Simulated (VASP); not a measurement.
These are PBEsol GGA, VASP's PBE PAW potentials (set 64) (plane waves; VASP) values and carry that method's errors.

VASP input:

INCAR:
```
! general
SYSTEM =Sr(SiAg)2
PREC   =Accurate
ENCUT  =300   ! plane-wave cut-off (eV)
LREAL  =.FALSE.   ! projection in real space or not
LASPH  =.TRUE.   ! aspherical one-centre terms

! electronic loop
EDIFF  =1E-6   ! SCF stop (eV)
NELM   =100   ! most electronic steps
ALGO   =Normal   ! blocked Davidson
LMAXMIX=4   ! l cut-off of mixed one-centre charges

! smearing
ISMEAR =-1
SIGMA  =0.05   ! width (eV)

! functional
GGA    =PS   ! PBEsol

! ions
ISIF   =2

! output
LWAVE  =.FALSE.
LCHARG =.FALSE.
```

KPOINTS:
```
kpoints
0
Gamma
 4 4 6
```

**POSCAR**
```
Sr(SiAg)2
1
   -2.1479200000     2.1479200000     5.1511300000
    2.1479200000    -2.1479200000     5.1511300000
    2.1479200000     2.1479200000    -5.1511300000
Sr Si Ag
1 2 2
Direct
 -0.0071960000   0.0007950000  -0.0009950000
  0.6240940000   0.6184480000   0.0153130000
  0.3987250000   0.3930250000   0.0109280000
  0.7350960000   0.2420390000   0.4854450000
  0.2492800000   0.7456940000   0.4893090000
```

POTCAR, in this order: Sr_sv Si Ag (PBE.64 set). Program: vasp_std.

The resulting files:

### OUTCAR
```
 ion  position               nearest neighbor table
   1  0.993  0.001  0.999-   3 3.19   3 3.20   2 3.22   2 3.23   3 3.27   3 3.27   2 3.30   5 3.31
                             2 3.31   5 3.31   4 3.33   4 3.35   4 3.36   5 3.37   4 3.39   5 3.43
   2  0.624  0.618  0.015-   3 2.30   4 2.51   5 2.53   4 2.58   5 2.63   1 3.22   1 3.23   1 3.30
                             1 3.31   1 3.95
   3  0.399  0.393  0.011-   2 2.30   5 2.54   4 2.55   5 2.61   4 2.68   1 3.19   1 3.20   1 3.27
                             1 3.27   1 4.05
   4  0.735  0.242  0.485-   2 2.51   3 2.55   2 2.58   3 2.68   5 3.01   5 3.03   5 3.05   5 3.07
                             1 3.33   1 3.35   1 3.36   1 3.39
   5  0.249  0.746  0.489-   2 2.53   3 2.54   3 2.61   2 2.63   4 3.01   4 3.03   4 3.05   4 3.07
                             1 3.31   1 3.31   1 3.37   1 3.43
  LATTYP: Found a body centered tetragonal cell.
 ALAT       =     4.2958400000
 C/A-ratio  =     2.3981945324
 Subroutine PRICEL returns:
 Original cell was already a primitive cell.
 Subroutine GETGRP returns: Found  1 space group operations
The static configuration has the point symmetry C_1 .
The dynamic configuration has the point symmetry C_1 .
 Subroutine INISYM returns: Found  1 space group operations
 Subroutine IBZKPT returns following result:
 Found     52 irreducible k-points:

 Following reciprocal coordinates:
            Coordinates               Weight
  0.000000  0.000000  0.000000      1.000000
  0.250000  0.000000  0.000000      2.000000
  0.500000  0.000000  0.000000      1.000000
  0.000000  0.250000  0.000000      2.000000
  0.250000  0.250000  0.000000      2.000000
  0.500000  0.250000  0.000000      2.000000
 -0.250000  0.250000  0.000000      2.000000
  0.000000  0.500000  0.000000      1.000000
  0.250000  0.500000  0.000000      2.000000
  0.500000  0.500000  0.000000      1.000000
  0.000000  0.000000  0.166667      2.000000
  0.250000 -0.000000  0.166667      2.000000
  0.500000 -0.000000  0.166667      2.000000
 -0.250000  0.000000  0.166667      2.000000
 -0.000000  0.250000  0.166667      2.000000
  0.250000  0.250000  0.166667      2.000000
  0.500000  0.250000  0.166667      2.000000
 -0.250000  0.250000  0.166667      2.000000
 -0.000000  0.500000  0.166667      2.000000
  0.250000  0.500000  0.166667      2.000000
  0.500000  0.500000  0.166667      2.000000
 -0.250000  0.500000  0.166667      2.000000
  0.000000 -0.250000  0.166667      2.000000
  0.250000 -0.250000  0.166667      2.000000
  0.500000 -0.250000  0.166667      2.000000
 -0.250000 -0.250000  0.166667      2.000000
  0.000000  0.000000  0.333333      2.000000
  0.250000  0.000000  0.333333      2.000000
  0.500000 -0.000000  0.333333      2.000000
 -0.250000  0.000000  0.333333      2.000000
  0.000000  0.250000  0.333333      2.000000
  0.250000  0.250000  0.333333      2.000000
  0.500000  0.250000  0.333333      2.000000
 -0.250000  0.250000  0.333333      2.000000
 -0.000000  0.500000  0.333333      2.000000
  0.250000  0.500000  0.333333      2.000000
  0.500000  0.500000  0.333333      2.000000
 -0.250000  0.500000  0.333333      2.000000
  0.000000 -0.250000  0.333333      2.000000
  0.250000 -0.250000  0.333333      2.000000
   k-points           NKPTS =     52   k-points in BZ     NKDIM =     52   number of bands    NBANDS=     24
   number of dos      NEDOS =    301   number of ions     NIONS =      5
   total plane-waves  NPLWV =  46656
   dimension x,y,z NGX =    36 NGY =   36 NGZ =   36
   dimension x,y,z NGXF=    72 NGYF=   72 NGZF=   72
   ions per type =               1   2   2
   PREC   = accura    normal or accurate (medium, high low for compatibility)
   ISTART =      0    job   : 0-new  1-cont  2-samecut
   ICHARG =      2    charge: 1-file 2-atom 10-const
   ISPIN  =      1    spin polarized calculation?
...
```

OSZICAR:
```
       N       E                     dE             d eps       ncg     rms          rms(c)
DAV:   1     0.150355097066E+03    0.15036E+03   -0.14286E+04  2496   0.102E+03
DAV:   2    -0.190403079755E+02   -0.16940E+03   -0.16597E+03  2896   0.246E+02
DAV:   3    -0.245733065604E+02   -0.55330E+01   -0.55100E+01  3688   0.437E+01
DAV:   4    -0.246891882469E+02   -0.11588E+00   -0.11586E+00  3544   0.520E+00
DAV:   5    -0.246907689718E+02   -0.15807E-02   -0.15806E-02  3584   0.561E-01    0.283E+01
DAV:   6    -0.219871078026E+02    0.27037E+01   -0.25801E+01  3096   0.430E+01    0.153E+01
DAV:   7    -0.217821131370E+02    0.20499E+00   -0.27743E+00  2776   0.143E+01    0.712E+00
DAV:   8    -0.217649679460E+02    0.17145E-01   -0.15837E-01  3312   0.243E+00    0.199E+00
DAV:   9    -0.217514163810E+02    0.13552E-01   -0.57270E-02  3112   0.219E+00    0.318E-01
DAV:  10    -0.217515709243E+02   -0.15454E-03   -0.35603E-03  3136   0.352E-01    0.151E-01
DAV:  11    -0.217515696406E+02    0.12837E-05   -0.23167E-04  3776   0.107E-01    0.459E-02
DAV:  12    -0.217515690617E+02    0.57886E-06   -0.18868E-05  3264   0.262E-02    0.139E-02
DAV:  13    -0.217515696727E+02   -0.61097E-06   -0.12006E-06  2552   0.590E-03
   1 F= -.21751570E+02 E0= -.21747608E+02  d E =-.792362E-02
```

**OUTCAR**
```
------------------------ aborting loop because EDIFF is reached ----------------------------------------
  FORCE on cell =-STRESS in cart. coord.  units (eV):
  Direction    XX          YY          ZZ          XY          YZ          ZX
  --------------------------------------------------------------------------------------
  Total        1.3970066      1.2699723      1.9438565     -0.0587612      0.0004320     -0.0446332
  in kB       23.5456313     21.4045510     32.7624275     -0.9903823      0.0072815     -0.7522635
  external PRESSURE =      25.9042032 kB  Pullay stress =       0.0000000 kB
  volume of cell :       95.06
      direct lattice vectors                 reciprocal lattice vectors
    -2.147920000  2.147920000  5.151130000     0.000000000  0.232783344  0.097066081
     2.147920000 -2.147920000  5.151130000     0.232783344  0.000000000  0.097066081
     2.147920000  2.147920000 -5.151130000     0.232783344  0.232783344  0.000000000
 POSITION                                       TOTAL-FORCE (eV/Angst)
 -----------------------------------------------------------------------------------
      0.01503      4.27654     -0.02785        -0.048038      0.214946      0.150741
      0.02076      0.04502      6.32162        -0.158794     -0.296947     -0.006223
      0.01123      0.03572      4.02212        -0.134532     -0.347375     -0.251062
     -0.01635      2.10174      2.53276         0.155892      0.273628      0.189045
      2.11725     -0.01526      2.60475         0.185473      0.155747     -0.082500
 -----------------------------------------------------------------------------------
    total drift:                               -0.000042      0.000050      0.000183
  FREE ENERGIE OF THE ION-ELECTRON SYSTEM (eV)
  ---------------------------------------------------
  free  energy   TOTEN  =       -21.7515696727 eV

  energy  without entropy=      -21.7436460528  energy(sigma->0) =      -21.74760786
```
(Selected blocks of OUTCAR.)

At this cut-off the stress carries a Pulay error, which pulls relaxed volumes low.

The structure comes from a computed database's Ag2SrSi2 entry; how it stands against other phases isn't given here. The cell was not relaxed at this level, atoms are displaced from their ideal sites, and its volume differs by -5.9 % from the start's. The k-mesh is coarse (spacing up to 0.40 per Å, 2π included), so the numbers may not be converged in it.
